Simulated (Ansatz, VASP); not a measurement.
# CO2 in two plane-wave programs, part 2 of 2

Wanted: the spread between two codes on one cell, functional and k mesh. The cell is taken from a series of runs on this material, whose earlier steps may have relaxed, scaled, displaced or heated it; both programs get it as it stands.

VASP 6.6.1 and Ansatz 0.2.0.

So far: Starting point; VASP: zone-centre phonons, PBEsol.

## 2. VASP: zone-centre phonons, PBEsol (continued)

Level of this step: PBEsol; plane waves and PAW (C, O) (VASP).

Numbers of over 12 decimals in the logs are rounded to 6 here.

OUTCAR, selected parts (step 2):

```text
ion  position               nearest neighbor table
   1  0.750  0.250  0.500-   3 1.39   4 1.39   5 1.39   6 1.39
   2  0.000  0.000  0.000-   3 1.39   4 1.39   5 1.39   6 1.39
   3  0.705  0.125  0.080-   1 1.39   2 1.39
   4  0.045  0.625  0.920-   1 1.39   2 1.39
   5  0.375  0.295  0.420-   1 1.39   2 1.39
   6  0.875  0.955  0.580-   1 1.39   2 1.39

  LATTYP: Found a body centered tetragonal cell.
 ALAT       =     3.8915635386
 C/A-ratio  =     1.5229872612

 Subroutine GETGRP returns: Found  8 space group operations
 (whereof  4 operations were pure point group operations)

The static configuration has the point symmetry S_4 .
 The point group associated with its full space group is D_2d.

 Found     59 irreducible k-points:

   k-points           NKPTS =     59   k-points in BZ     NKDIM =     59   number of bands    NBANDS=     22

   dimension x,y,z NGX =    32 NGY =   32 NGZ =   32
   dimension x,y,z NGXF=    64 NGYF=   64 NGZF=   64

   ENCUT  =  600.0 eV  44.10 Ry    6.64 a.u.   8.08  8.08  8.08*2*pi/ulx,y,z

   NELECT =      32.0000    total number of electrons

 k-points in reciprocal lattice and weights: Automatic mesh
   0.00000000  0.00000000  0.00000000       0.002
   0.12500000  0.00000000  0.00000000       0.016
   0.25000000  0.00000000  0.00000000       0.016
   0.37500000 -0.00000000  0.00000000       0.016
   0.50000000  0.00000000  0.00000000       0.008
   0.12500000  0.12500000  0.00000000       0.016
   0.25000000  0.12500000 -0.00000000       0.031
   0.37500000  0.12500000  0.00000000       0.031
   0.50000000  0.12500000  0.00000000       0.031
[...]
-0.37500000 -0.37500000  0.37500000       0.004
   0.50000000  0.50000000  0.50000000       0.002

 average (electrostatic) potential at core
       1 -54.8297       2 -54.8297       3 -72.1225       4 -72.1225       5 -72.1225
       6 -72.1225

 Eigenvectors and eigenvalues of the dynamical matrix
 ----------------------------------------------------

   1 f  =   33.162646 THz   208.367048 2PiTHz 1106.186792 cm-1   137.149621 meV
             X         Y         Z           dx          dy          dz
      0.000000  1.945782  1.481700     0.000000   -0.000000    0.705185
      0.000000  0.000000  0.000000     0.000000    0.000000   -0.705185
     -0.972891  1.284637  2.222551     0.000000    0.036837   -0.000000
      2.918673  0.661144 -0.740850    -0.000000   -0.036837    0.000000
      0.661144  0.972891  0.740850     0.036837    0.000000    0.000000
      1.284637  0.972891  3.704251    -0.036837   -0.000000    0.000000

   2 f  =   32.760108 THz   205.837832 2PiTHz 1092.759591 cm-1   135.484861 meV
             X         Y         Z           dx          dy          dz
      0.000000  1.945782  1.481700    -0.000000    0.000000    0.000000
      0.000000  0.000000  0.000000    -0.000000   -0.000000   -0.000000
     -0.972891  1.284637  2.222551    -0.376238    0.000000    0.329310
      2.918673  0.661144 -0.740850     0.376238    0.000000    0.329310
      0.661144  0.972891  0.740850     0.000000   -0.376238   -0.329310
      1.284637  0.972891  3.704251     0.000000    0.376238   -0.329310

   3 f  =   32.181911 THz   202.204909 2PiTHz 1073.472995 cm-1   133.093629 meV
             X         Y         Z           dx          dy          dz
      0.000000  1.945782  1.481700     0.541947    0.346196   -0.000000
      0.000000  0.000000  0.000000    -0.542461    0.345389    0.000000
     -0.972891  1.284637  2.222551     0.000008   -0.289391    0.000038
      2.918673  0.661144 -0.740850     0.000008   -0.289391   -0.000038
      0.661144  0.972891  0.740850     0.000215   -0.010246    0.050891
      1.284637  0.972891  3.704251     0.000215   -0.010246   -0.050891

   4 f  =   32.181911 THz   202.204909 2PiTHz 1073.472995 cm-1   133.093629 meV
             X         Y         Z           dx          dy          dz
      0.000000  1.945782  1.481700     0.346196   -0.541947   -0.000000
      0.000000  0.000000  0.000000     0.345389    0.542461    0.000000
     -0.972891  1.284637  2.222551    -0.010246   -0.000215   -0.050891
      2.918673  0.661144 -0.740850    -0.010246   -0.000215    0.050891
      0.661144  0.972891  0.740850    -0.289391   -0.000008    0.000038
      1.284637  0.972891  3.704251    -0.289391   -0.000008   -0.000038

   5 f  =   28.031513 THz   176.127189 2PiTHz  935.030616 cm-1   115.928969 meV
             X         Y         Z           dx          dy          dz
      0.000000  1.945782  1.481700    -0.000000    0.000000    0.412359
      0.000000  0.000000  0.000000     0.000000    0.000000    0.412359
     -0.972891  1.284637  2.222551     0.364754    0.000000   -0.178702
      2.918673  0.661144 -0.740850    -0.364754    0.000000   -0.178702
      0.661144  0.972891  0.740850     0.000000   -0.364754   -0.178702
      1.284637  0.972891  3.704251     0.000000    0.364754   -0.178702

   6 f  =   27.598685 THz   173.407654 2PiTHz  920.593050 cm-1   114.138940 meV
             X         Y         Z           dx          dy          dz
      0.000000  1.945782  1.481700    -0.201182    0.405881   -0.000000
      0.000000  0.000000  0.000000     0.199585    0.406669   -0.000000
     -0.972891  1.284637  2.222551     0.000819    0.064639   -0.000672
      2.918673  0.661144 -0.740850     0.000819    0.064639    0.000672
      0.661144  0.972891  0.740850    -0.000127   -0.416747   -0.341949
      1.284637  0.972891  3.704251    -0.000127   -0.416747    0.341949

   7 f  =   27.598685 THz   173.407654 2PiTHz  920.593050 cm-1   114.138940 meV
             X         Y         Z           dx          dy          dz
      0.000000  1.945782  1.481700    -0.405881   -0.201182    0.000000
      0.000000  0.000000  0.000000    -0.406669    0.199585    0.000000
     -0.972891  1.284637  2.222551     0.416747   -0.000127   -0.341949
      2.918673  0.661144 -0.740850     0.416747   -0.000127    0.341949
      0.661144  0.972891  0.740850    -0.064639    0.000819    0.000672
      1.284637  0.972891  3.704251    -0.064639    0.000819   -0.000672

   8 f  =   25.471264 THz   160.040671 2PiTHz  849.629910 cm-1   105.340636 meV
             X         Y         Z           dx          dy          dz
      0.000000  1.945782  1.481700     0.430003   -0.227310    0.000000
      0.000000  0.000000  0.000000    -0.378391   -0.305602    0.000000
     -0.972891  1.284637  2.222551     0.016001    0.396015   -0.026849
      2.918673  0.661144 -0.740850     0.016001    0.396015    0.026849
      0.661144  0.972891  0.740850    -0.038354   -0.165214   -0.277230
      1.284637  0.972891  3.704251    -0.038354   -0.165214    0.277230

   9 f  =   25.471264 THz   160.040671 2PiTHz  849.629910 cm-1   105.340636 meV
             X         Y         Z           dx          dy          dz
      0.000000  1.945782  1.481700    -0.227310   -0.430003   -0.000000
      0.000000  0.000000  0.000000    -0.305602    0.378391   -0.000000
     -0.972891  1.284637  2.222551    -0.165214    0.038354    0.277230
      2.918673  0.661144 -0.740850    -0.165214    0.038354   -0.277230
      0.661144  0.972891  0.740850     0.396015   -0.016001   -0.026849
      1.284637  0.972891  3.704251     0.396015   -0.016001    0.026849

  10 f  =   23.706254 THz   148.950788 2PiTHz  790.755524 cm-1    98.041146 meV
             X         Y         Z           dx          dy          dz
      0.000000  1.945782  1.481700    -0.000000   -0.000000   -0.052095
      0.000000  0.000000  0.000000    -0.000000   -0.000000    0.052095
     -0.972891  1.284637  2.222551     0.000000    0.498641   -0.000000
      2.918673  0.661144 -0.740850     0.000000   -0.498641    0.000000
      0.661144  0.972891  0.740850     0.498641   -0.000000   -0.000000
      1.284637  0.972891  3.704251    -0.498641   -0.000000    0.000000

  11 f  =   20.613460 THz   129.518190 2PiTHz  687.591016 cm-1    85.250383 meV
             X         Y         Z           dx          dy          dz
      0.000000  1.945782  1.481700     0.000000    0.000000    0.439792
      0.000000  0.000000  0.000000    -0.000000    0.000000    0.439792
     -0.972891  1.284637  2.222551    -0.341986   -0.000000   -0.190622
      2.918673  0.661144 -0.740850     0.341986    0.000000   -0.190622
      0.661144  0.972891  0.740850     0.000000    0.341986   -0.190622
      1.284637  0.972891  3.704251    -0.000000   -0.341986   -0.190622

  12 f  =   19.467300 THz   122.316651 2PiTHz  649.359220 cm-1    80.510246 meV
             X         Y         Z           dx          dy          dz
      0.000000  1.945782  1.481700     0.000000   -0.000000    0.000000
      0.000000  0.000000  0.000000    -0.000000   -0.000000    0.000000
     -0.972891  1.284637  2.222551    -0.000000    0.500000   -0.000000
      2.918673  0.661144 -0.740850     0.000000   -0.500000   -0.000000
      0.661144  0.972891  0.740850    -0.500000    0.000000   -0.000000
      1.284637  0.972891  3.704251     0.500000   -0.000000   -0.000000

  13 f  =   16.135780 THz   101.384097 2PiTHz  538.231691 cm-1    66.732195 meV
             X         Y         Z           dx          dy          dz
      0.000000  1.945782  1.481700    -0.000000   -0.000000    0.000000
      0.000000  0.000000  0.000000    -0.000000   -0.000000    0.000000
     -0.972891  1.284637  2.222551     0.329310   -0.000000    0.376238
      2.918673  0.661144 -0.740850    -0.329310    0.000000    0.376238
      0.661144  0.972891  0.740850     0.000000    0.329310   -0.376238
      1.284637  0.972891  3.704251    -0.000000   -0.329310   -0.376238
    [... 43 further lines ...]
      0.661144  0.972891  0.740850     0.000000    0.000018    0.426296
      1.284637  0.972891  3.704251     0.000000   -0.000018    0.426296

 ELASTIC MODULI CONTR FROM IONIC RELAXATION (kBar)
 Direction    XX          YY          ZZ          XY          YZ          ZX
 --------------------------------------------------------------------------------
 XX       -2371.9323  -1254.6777   -961.2111     -0.0000     -0.0000     -0.0000
 YY       -1254.6777  -2371.9323   -961.2111     -0.0000     -0.0000     -0.0000
 ZZ        -961.2111   -961.2111   -509.5264      0.0000     -0.0000     -0.0000
 XY          -0.0000     -0.0000     -0.0000  -1109.5721     -0.0000     -0.0000
 YZ          -0.0000     -0.0000     -0.0000     -0.0000  -1299.8815      0.0000
 ZX          -0.0000     -0.0000     -0.0000     -0.0000      0.0000  -1284.1393
 --------------------------------------------------------------------------------
```

## 3. Ansatz: zone-centre phonons, PBEsol

Ansatz runs on its default PAW (the set named soft_2) files.

The same cell, functional and mesh now go to Ansatz, which takes its cutoff from its data sets.

input.yaml reads:

```yaml
crystal:
  lattice:
    - [-1.9457817693, 1.9457817693, 2.9634008477]
    - [1.9457817693, -1.9457817693, 2.9634008477]
    - [1.9457817693, 1.9457817693, -2.9634008477]
  atoms:
    - { symbol: C, position: [0.75, 0.25, 0.5] }
    - { symbol: C, position: [0.0, 0.0, 0.0] }
    - { symbol: O, position: [0.7051082888, 0.125, 0.0801082888] }
    - { symbol: O, position: [0.0448917112, 0.625, 0.9198917112] }
    - { symbol: O, position: [0.375, 0.2948917112, 0.4198917112] }
    - { symbol: O, position: [0.875, 0.9551082888, 0.5801082888] }
kpoints:
  mp_grid: { grid: [8, 8, 8] }
hamiltonian:
  xc: pbesol
scf:
  occupations: { method: fixed }
output:
  eigenvalues: true
phonons:
  method: dfpt
```

The run is started by

```sh
$ ansatz run input.yaml --threads 4 --pin off --max-ram 14336MiB --backend cpu --events-out ev --progress --plain --runs-dir out
```

Log:

```text
Engine: ansatz 0.2.0, aarch64-unknown-linux-gnu
Pseudopotentials: kind: paw
Pseudopotential: C, paw, valence charge 4, recommended cutoff 420 eV (normal), C.paw.azcp
Pseudopotential: O, paw, valence charge 6, recommended cutoff 420 eV (normal), O.paw.azcp
Functional definition: PBEsol
  exchange = pbesol_x
  correlation = pbesol_c
Crystal: 6 atoms, lattice volume = 44.879 Å³
Basis set: ecut = 420 eV, 901 PW (Γ), exchange–correlation on 64×64×64 points (8 copies of the dense FFT grid, shifted against one another)
Bands: 22, of which v1, the nominal top of the filled ones, is band 16 counted from 1 (15 counted from 0)
Symmetry: 8 space group operations
k-points: 260 of 512 (irreducible under 1 space group operation, time reversal used)
Non-local potential: C, projectors of the file, l = 0: 2, l = 1: 2, l = 2: 1
Non-local potential: O, projectors of the file, l = 0: 2, l = 1: 2, l = 2: 1
PAW form: soft (Blöchl's): semilocal exchange-correlation on the pseudo side does not see the compensation charge
PAW frozen core: C, regenerated for the run's functional, and the local potential with it (the file was generated under x = pbe(κ = 0.804, μ = 0.219515), c = pbe(β = 0.066725))
PAW frozen core: O, regenerated for the run's functional, and the local potential with it (the file was generated under x = pbe(κ = 0.804, μ = 0.219515), c = pbe(β = 0.066725))
PAW one-centre angular grid: C, 110 points (default); XC on 64 Gauss nodes
PAW one-centre angular grid: O, 110 points (default); XC on 64 Gauss nodes
Initial density: superposition of atomic densities (neutral atoms: chi_scale 0, normalization atom), corrected by the library's trained network
Initial wavefunctions: pseudopotential atomic-orbital guess
Functional: x = pbesol(κ = 0.804, μ = 0.123457), c = pbesol(β = 0.046)
SCF iter   1: F=—  HF=-2732.691170 eV  |F-HF|=—  |Δ(HF+E_count)|=         —  Δρ=1.04e-2  dr2=3.10e-2  ethr=1.77e-3  ⟨swp⟩=5.0  Hψ=21834  notcnv=0  defer=1015
preconditioner: auto → none  [insulator: Δε(μ)=7.615 eV  Ē_g=19.286 eV  n_scr=14 (ndim 8)  ℏωp=31.4 eV  f_vac=0.023  ε∞_Penn≈3.6]
SCF iter   2: F=—  HF=-2732.682219 eV  |F-HF|=—  |Δ(HF+E_count)|=   8.95e-3  Δρ=2.76e-3  dr2=1.93e-3  ethr=9.67e-5  ⟨swp⟩=2.9  Hψ=12263  notcnv=0  defer=1036
SCF iter   3: F=—  HF=-2732.682170 eV  |F-HF|=—  |Δ(HF+E_count)|=   4.96e-5  Δρ=1.19e-3  dr2=2.90e-4  ethr=6.04e-6  ⟨swp⟩=2.0  Hψ=9307  notcnv=0  defer=1037
SCF iter   4: F=—  HF=-2732.682219 eV  |F-HF|=—  |Δ(HF+E_count)|=   4.94e-5  Δρ=4.15e-4  dr2=1.56e-5  ethr=9.08e-7  ⟨swp⟩=2.0  Hψ=8334  notcnv=0  defer=833
SCF iter   5: F=—  HF=-2732.682252 eV  |F-HF|=—  |Δ(HF+E_count)|=   3.29e-5  Δρ=3.80e-5  dr2=1.82e-7  ethr=4.86e-8  ⟨swp⟩=2.4  Hψ=9651  notcnv=0  defer=496
SCF iter   6: F=—  HF=-2732.682253 eV  |F-HF|=—  |Δ(HF+E_count)|=   9.88e-7  Δρ=5.43e-6  dr2=3.86e-9  ethr=5.67e-10  ⟨swp⟩=2.1  Hψ=8246  notcnv=0  defer=496
SCF iter   7: F=-2732.682253 eV  HF=-2732.682253 eV  |F-HF|=6.37e-12  |Δ(HF+E_count)|=   7.04e-9  Δρ=3.47e-7  dr2=3.01e-11  ethr=1.00e-12  ⟨swp⟩=11.3  Hψ=39631  notcnv=0
SCF 1 converged in 7 iterations: F = -2732.682253 eV  dr2 = 3.01e-11
  greatest PAW one-centre occupation: 0.865 electrons in one spin orbital (limit 2), on the O atom at site 5 (counted from 0), in its partial waves of l = 0
DFPT response loops at Γ: preconditioner auto → none (the input reference at scf.mixing.eps_inf says where Resta's filter doesn't serve); β = 0.50; Broyden in place of MSR1
SCF converged after 7 iterations
Free energy (F): -2732.682253 eV
Harris-Foulkes:  -2732.682253 eV  (|F-HF|=6.37e-12)
Internal energy: -2732.682253 eV  (E = F + TS)
E sigma→0 (E₀):  -2732.682253 eV
Fermi energy:    5.551202 eV
--- Per-component energies (eV) ---
  E_band       = -101.698079
  E_kinetic    = 883.280036
  E_local      = -1710.520468  (includes V_loc(G=0)·N_el)
  E_nonlocal   = 246.115553
  E_hartree    = 563.257791
  E_xc         = -383.926008
  E_vxc        = -488.946367  (∫ρ·V_xc dr)
  E_paw        = -801.579707  (= ΣΔE_a)
  E_vpaw       = -158.152486  (= ΣTr[D̂ρ^β])
  E_aug_tail   = 0.010136  (compensation charges beyond the density's cutoff)
  E_ewald      = -1529.502938
  E_core_change = 0.183353  (= ΣΔE_core)
  E_smearing   = -0.000000  (= −TS)
  E_closure    = 0.000000  (closes the sum)
  Σ components = -2732.682253   (vs F -2732.682253, Δ=0.00e0)
--- Band table (eV; the first three rows and the last of 260) ---
  k-point 0: bands = [... 12 lower, 4.2080, 4.6860, 4.6860, 5.1505, 13.2085, 15.1299, 15.1299, 15.1632, ... 2 higher]
  k-point 1: bands = [... 12 lower, 4.3439, 4.4083, 4.5809, 4.9722, 13.4094, 15.1202, 15.2715, 15.5158, ... 2 higher]
  k-point 2: bands = [... 12 lower, 4.3209, 4.3632, 4.6918, 4.8810, 13.7725, 15.0622, 15.8045, 15.8816, ... 2 higher]
  k-point 259: bands = [... 12 lower, 2.6274, 2.6274, 5.5203, 5.5203, 14.5201, 14.5201, 16.5564, 16.5564, ... 2 higher]
--- Phonons (Γ-DFPT): 5 representative perturbations + reference, on 260 of 512 k-points (Σ response iterations 17) ---
  k mesh reduced under 1 symmetry operation, with k and −k counted as one. Each operation leaves every solved perturbation unchanged. A smaller set is not used because it would not reduce the number of displacements times k-points to solve
  ASR residual: 1.510e-4 → 0.000e0 eV/Å²; symmetrization residual: 1.246e-6 eV/Å²
  ASR residual per site (eV/Å²): 6.97e-5 6.97e-5 1.51e-4 1.51e-4 1.51e-4 1.51e-4
  Γ frequencies (cm⁻¹): 0.00 0.00 0.00 351.43 351.43 539.67 653.21 690.75 794.24 853.61 853.61 893.86 893.86 912.89 1070.14 1070.14 1082.91 1100.84
  non-analytic LO–TO correction: not included (Born effective charges unavailable; polar crystals: no LO–TO splitting at Γ)
```

## 4. Comparison

Known differences besides the potentials themselves: fixed occupations in Ansatz, narrow Gaussian smearing in VASP; the cutoff is 420 eV in Ansatz and 600 eV in VASP; Ansatz makes its cores anew for this functional, VASP keeps those of its PBE data sets. Total energies have different zeros and are not compared.

Both answers:

| quantity | Ansatz | VASP | difference |
| --- | --- | --- | --- |
| optical mode 1 to 2 (cm⁻¹) | 351.4 | 348.4 | +0.86 % |
| optical mode 3 (cm⁻¹) | 539.7 | 538.2 | +0.27 % |
| optical mode 4 (cm⁻¹) | 653.2 | 649.4 | +0.59 % |
| optical mode 5 (cm⁻¹) | 690.8 | 687.6 | +0.46 % |
| optical mode 6 (cm⁻¹) | 794.2 | 790.8 | +0.44 % |
| optical mode 7 to 8 (cm⁻¹) | 853.6 | 849.6 | +0.47 % |
| optical mode 9 to 10 (cm⁻¹) | 893.9 | 920.6 | -2.90 % |
| optical mode 11 (cm⁻¹) | 912.9 | 935.0 | -2.37 % |
| optical mode 12 to 13 (cm⁻¹) | 1070.1 | 1073.5 | -0.31 % |
| optical mode 14 (cm⁻¹) | 1082.9 | 1092.8 | -0.90 % |
| optical mode 15 (cm⁻¹) | 1100.8 | 1106.2 | -0.48 % |

Modes are paired by rising frequency, not by their patterns, so a pair may set unlike modes beside each other; they are those without the splitting of longitudinal modes.

## 5. Outcome

| Property | Result |
| --- | --- |
| r.m.s. difference of the optical zone-centre modes, each program's sorted by frequency (zone-centre phonons, PBEsol) | 12 cm⁻¹ |
| difference in optical mode 9 to 10 (zone-centre phonons, PBEsol) | -2.9 % |

In words: The r.m.s. difference of the optical zone-centre modes, each program's sorted by frequency is 12 cm⁻¹ (zone-centre phonons, PBEsol). Among the rows given in per cent, the largest difference of the zone-centre phonons, PBEsol pair is in optical mode 9 to 10, -2.9 %. How closely two codes agree says nothing of how well the functional describes the real material.

[Lines on the potential files, build, host, timing and source positions are cut from VASP's logs without a mark.]

[Logs are printed without paths, hosts, clocks, repeated set-up lines and the standing remarks that a program may print on its own settings, such as how far it seeks lower states.]

[Hosts, paths, dates, database ids (printed as entryN), source tags and the programs' standing remarks are cut or masked in the printed files.]
